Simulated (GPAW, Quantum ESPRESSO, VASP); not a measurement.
## One structure in several programs: Hf₅Sc (P1, 6 atoms in the cell)

Self-consistent single point, at a second geometry (atoms moved at random). First geometry:

```xyz
6
Lattice="5.5615 0.0000 0.0000 -2.7807 4.8164 0.0000 0.0000 0.0000 5.0245" Properties=species:S:1:pos:R:3 pbc="T T T"
Hf     3.6735     0.0000     0.0000
Hf     0.9440     1.6350     0.0000
Hf    -1.8368     3.1814     0.0000
Hf     0.0000     3.2109     2.5122
Hf     2.7807     1.6055     2.5122
Sc     0.0000     0.0000     2.5122
```

Second geometry:
```
Hf5Sc
1.0
    5.56147     0.00000     0.00000
   -2.78073     4.81637     0.00000
    0.00000     0.00000     5.02450
Hf Sc
5 1
Direct
  0.66772   0.00056   0.00439
  0.34215   0.35113   0.00278
  0.99776   0.64338   0.00287
  0.34015   0.67327   0.49817
  0.66150   0.33870   0.50198
  0.99072   0.99295   0.48981
```

Shared settings, as Quantum ESPRESSO writes them: occupations = smearing; smearing = gauss; degauss = 0.0073499 Ry; K_POINTS = automatic 5 5 5 0 0 0. Potentials and cutoffs stand in the table.

| code | model | ΔF from the first geometry (meV/atom) | pressure (GPa) | largest force (eV/Å) | cutoff |
|---|---|---|---|---|---|
| GPAW | PBEsol, GPAW PAW datasets PBEsol (made by gpaw-setup) | 16.1 | -2.36 | 0.765 | 800 eV |
| VASP | PBEsol, VASP's PBE PAW potentials (set 64) | 15.4 | -3.31 | 0.724 | 300 eV |
| Quantum ESPRESSO | PBEsol, SSSP 1.1.2 efficiency (PBE) pseudopotentials | 16.0 | -2.19 | 0.756 | 60 Ry |

Size of the force on each atom (eV/Å): Sizes of forces hide their directions.

| code | Hf1 | Hf2 | Hf3 | Hf4 | Hf5 | Sc6 |
|---|---|---|---|---|---|---|
| GPAW | 0.459 | 0.637 | 0.765 | 0.380 | 0.467 | 0.508 |
| VASP | 0.475 | 0.605 | 0.724 | 0.371 | 0.462 | 0.500 |
| Quantum ESPRESSO | 0.462 | 0.631 | 0.756 | 0.379 | 0.466 | 0.510 |

On GPAW's run: spin-orbit coupling is off.

The spread over the programs that give each value: ΔF from the first geometry within 0.7 meV/atom; pressure within 1.12 GPa; largest force within 0.041 eV/Å.

VASP's run is marked for a possible Pulay error in its stress at this cutoff; no cutoff test was made.

The starting cell comes from a database of computed structures (which also holds hypothetical and non-ambient phases and stackings), without a prior relaxation at this level. For this run, on top of that: atoms moved at random.

Left out of this page: Ansatz and SIESTA (not drawn, or without a comparable value).
